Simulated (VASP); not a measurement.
Calculation: optB88-vdW, VASP's PBE PAW potentials (set 64) (plane waves; VASP 6.6.1).

VASP ran on this input.

### KPOINTS
```
K-points
0
gamma
11 11 3
```

**POSCAR**
```
WS2
1
    3.1936337463     0.0000000000     0.0000000000
   -1.5968168731     2.7657679318     0.0000000000
    0.0000000000     0.0000000000    12.5147573931
W S
2 4
Direct
  0.6666670000   0.3333330000   0.7500000000
  0.3333330000   0.6666670000   0.2500000000
  0.6666670000   0.3333330000   0.3780000000
  0.3333330000   0.6666670000   0.8780000000
  0.3333330000   0.6666670000   0.6220000000
  0.6666670000   0.3333330000   0.1220000000
```

### INCAR
```
ISMEAR=0   ! Gaussian
ENCUT=400   ! plane-wave cut-off (eV)
LASPH=T   ! aspherical one-centre terms
SYSTEM=WS2
EDIFF=1E-5   ! SCF stop (eV)
IBRION=2   ! conjugate gradients
PARAM2=0.22
LMAXMIX=6   ! l cut-off of mixed one-centre charges
NELM=100
AGGAC=0.0
PARAM1=0.1833333333
SIGMA=0.05   ! width (eV)
ALGO=Fast   ! Davidson, then RMM-DIIS
LWAVE=F
NSW=20
GGA=BO
LREAL=F   ! projection in real space or not
LCHARG=F
PREC=Normal
LUSE_VDW=T
EDIFFG=-0.03   ! ionic stop
NELMIN=4
ISIF=2   ! forces and stress, cell fixed
```

POTCAR, in this order: W_sv S (PBE.64 set). Program: vasp_std.

Output of the run:

OSZICAR:
```
       N       E                     dE             d eps       ncg     rms          rms(c)
DAV:   1     0.479215912367E+03    0.47922E+03   -0.25323E+04  2240   0.138E+03
DAV:   2    -0.695866573673E+01   -0.48617E+03   -0.47609E+03  2364   0.403E+02
DAV:   3    -0.367229571003E+02   -0.29764E+02   -0.29259E+02  2484   0.933E+01
DAV:   4    -0.375221449820E+02   -0.79919E+00   -0.79697E+00  2453   0.155E+01
DAV:   5    -0.375450680425E+02   -0.22923E-01   -0.22911E-01  2463   0.265E+00    0.338E+01
RMM:   6    -0.348389988068E+02    0.27061E+01   -0.15589E+01  2390   0.169E+01    0.130E+01
RMM:   7    -0.346023683317E+02    0.23663E+00   -0.18519E+00  2212   0.597E+00    0.656E+00
RMM:   8    -0.346661416555E+02   -0.63773E-01   -0.98442E-01  2247   0.384E+00    0.147E+00
RMM:   9    -0.346578701162E+02    0.82715E-02   -0.27489E-01  2165   0.200E+00    0.110E+00
RMM:  10    -0.346518147015E+02    0.60554E-02   -0.49602E-02  2320   0.101E+00    0.205E-01
RMM:  11    -0.346525685283E+02   -0.75383E-03   -0.14764E-02  2584   0.470E-01    0.106E-01
RMM:  12    -0.346526501889E+02   -0.81661E-04   -0.25883E-03  2552   0.220E-01    0.359E-02
RMM:  13    -0.346526819597E+02   -0.31771E-04   -0.70487E-04  2368   0.109E-01    0.165E-02
RMM:  14    -0.346526889135E+02   -0.69538E-05   -0.15870E-04  2217   0.583E-02    0.678E-03
RMM:  15    -0.346526919066E+02   -0.29931E-05   -0.49097E-05  1397   0.292E-02
   1 F= -.34652692E+02 E0= -.34652692E+02  d E =-.346527E+02
       N       E                     dE             d eps       ncg     rms          rms(c)
DAV:   1    -0.346655618579E+02   -0.12873E-01   -0.21938E+00  2362   0.565E+00    0.149E+00
RMM:   2    -0.346727232524E+02   -0.71614E-02   -0.86624E-02  2032   0.139E+00    0.553E-01
RMM:   3    -0.346741961406E+02   -0.14729E-02   -0.15379E-02  2170   0.615E-01    0.336E-01
RMM:   4    -0.346742808228E+02   -0.84682E-04   -0.23286E-03  2053   0.265E-01    0.174E-01
RMM:   5    -0.346742600221E+02    0.20801E-04   -0.82224E-04  2117   0.135E-01    0.348E-02
RMM:   6    -0.346742764015E+02   -0.16379E-04   -0.17514E-04  2055   0.590E-02    0.303E-02
RMM:   7    -0.346742773281E+02   -0.92654E-06   -0.24789E-05  1297   0.220E-02
   2 F= -.34674277E+02 E0= -.34674277E+02  d E =-.215854E-01
       N       E                     dE             d eps       ncg     rms          rms(c)
DAV:   1    -0.346743698048E+02   -0.93403E-04   -0.17663E-02  2397   0.509E-01    0.130E-01
RMM:   2    -0.346744197266E+02   -0.49922E-04   -0.70863E-04  1784   0.126E-01    0.526E-02
RMM:   3    -0.346744347479E+02   -0.15021E-04   -0.14998E-04  1781   0.589E-02    0.274E-02
RMM:   4    -0.346744362571E+02   -0.15092E-05   -0.16922E-05  1169   0.244E-02
   3 F= -.34674436E+02 E0= -.34674436E+02  d E =-.217444E-01
```

OUTCAR:
```
------------------------ aborting loop because EDIFF is reached ----------------------------------------
  FORCE on cell =-STRESS in cart. coord.  units (eV):
  Direction    XX          YY          ZZ          XY          YZ          ZX
  --------------------------------------------------------------------------------------
  Total        0.0363001      0.0363001      0.0208036      0.0000000     -0.0000000      0.0000000
  in kB        0.5261327      0.5261327      0.3015266      0.0000000     -0.0000000      0.0000000
  external PRESSURE =       0.4512640 kB  Pullay stress =       0.0000000 kB
  volume of cell :      110.54
      direct lattice vectors                 reciprocal lattice vectors
     3.193633746  0.000000000  0.000000000     0.313122944  0.180781617  0.000000000
    -1.596816873  2.765767932  0.000000000     0.000000000  0.361563235  0.000000000
     0.000000000  0.000000000 12.514757393     0.000000000  0.000000000  0.079905664
 POSITION                                       TOTAL-FORCE (eV/Angst)
 -----------------------------------------------------------------------------------
      1.59682      0.92192      9.38607         0.000000     -0.000000      0.000000
     -0.00000      1.84385      3.12869        -0.000000      0.000000      0.000000
      1.59682      0.92192      4.70682         0.000000     -0.000000      0.001420
     -0.00000      1.84385     10.96420        -0.000000      0.000000      0.001420
     -0.00000      1.84385      7.80794        -0.000000      0.000000     -0.001420
      1.59682      0.92192      1.55056        -0.000000     -0.000000     -0.001420
 -----------------------------------------------------------------------------------
    total drift:                               -0.001017      0.000587     -0.000039
  FREE ENERGIE OF THE ION-ELECTRON SYSTEM (eV)
  ---------------------------------------------------
  free  energy   TOTEN  =       -34.6744362571 eV

  energy  without entropy=      -34.6744362571  energy(sigma->0) =      -34.67443626

 reached required accuracy - stopping structural energy minimisation
```
(Selected blocks of OUTCAR.)

**CONTCAR**
```
WS2
   1.00000000000000
     3.1936337463000002    0.0000000000000000    0.0000000000000000
    -1.5968168731000001    2.7657679318000001    0.0000000000000000
     0.0000000000000000    0.0000000000000000   12.5147573931000000
  W               S
     2     4
Direct
     0.6666669999999968    0.3333330000000032    0.7500000000000000
     0.3333330000000032    0.6666669999999968    0.2500000000000000
     0.6666669999999968    0.3333330000000032    0.3761017579733373
     0.3333330000000032    0.6666669999999968    0.8761017579733373
     0.3333330000000032    0.6666669999999968    0.6238982420266627
     0.6666669999999968    0.3333330000000032    0.1238982420266627
```

The compound is WS2 in the 2H layered structure. This run relaxes the ions in a fixed cell. Symmetry was kept, so distortions that lower it aren't found.
